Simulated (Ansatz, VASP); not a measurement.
Sc4SiN in VASP and in Ansatz

```
Sc Si N
1.0
     0.00000    3.57803    3.57803
     3.57803    0.00000    3.57803
     3.57803    3.57803    0.00000
Sc Si N
4 1 1
Direct
  0.62531 0.62531 0.12408
  0.62531 0.62531 0.62531
  0.12408 0.62531 0.62531
  0.62531 0.12408 0.62531
  0.00000 0.00000 0.00000
  0.25000 0.25000 0.25000
```

Change from the starting cell: species swapped into the YbInCu4 type (F-43m, No. 216).

Alike in both runs: task single point; functional PBE; k mesh 4 × 4 × 4; occupations gaussian, width 0.1 eV; no spin polarisation.

```csv
,VASP,Ansatz
version,VASP 6.6.1,Ansatz 0.2.0
potentials or method,"VASP PAW PBE potentials, release 64 (Sc_sv, Si, N)","scalar-relativistic, plane waves, PAW"
plane-wave cutoff (eV),520,420
valence electrons in the cell,53,53
```

|  | VASP | Ansatz | Ansatz less VASP |
| --- | --- | --- | --- |
| gap on the k mesh at the Fermi level (eV) | none | none | - |
| pressure (GPa) | 18.2 | 17.8 | -0.46 |
| rms of the force components (eV/Å) | 0.084 | 0.087 | +0.0032 |

Atom by atom the forces differ by 0.003 eV/Å (rms over components). A gap of «none» marks a metal or a gap that the smearing closes. With one functional, cell and mesh, what is left measures potentials, basis and numerics.

Caveats: the k mesh is coarse (spacing up to 0.38 Å⁻¹), so the values aren't converged; so large a pressure means that the cell lies far from this level's equilibrium, or that cutoff or potentials fall short (VASP).
